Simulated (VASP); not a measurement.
Here is the system:

```
BeTe
1.0
    0.00000     2.78115     2.78115
    2.78115     0.00000     2.78115
    2.78115     2.78115     0.00000
Be Te
1 1
Direct
  0.00000   0.00000   0.00000
  0.25000   0.25000   0.25000
```

All values below come from LDA (Ceperley-Alder, Perdew-Zunger), VASP's LDA PAW potentials (set 64) (plane waves; VASP 6.6.1). Run with 500 eV cut-off, 8×8×8 Γ-centred mesh, Gaussian smearing of 0.050 eV, potentials Be Te.

Unless said otherwise, spin-orbit coupling is left out, though it shifts the bands of the heavy elements here.

Task: Estimate the energy per atom (σ→0), band gap (on the k-mesh) with the smallest direct gap where there is one.

Result: 
| Property | Result |
|---|---|
| band gap (on the k-mesh) | 1.78 eV |
| smallest direct gap (on the k-mesh) | 3.55 eV |
| energy per atom (σ→0) | -4.363 eV/atom |

Only differences to runs with the same potentials and settings are physical.

The compound is BeTe in the zinc blende structure. It was relaxed first.
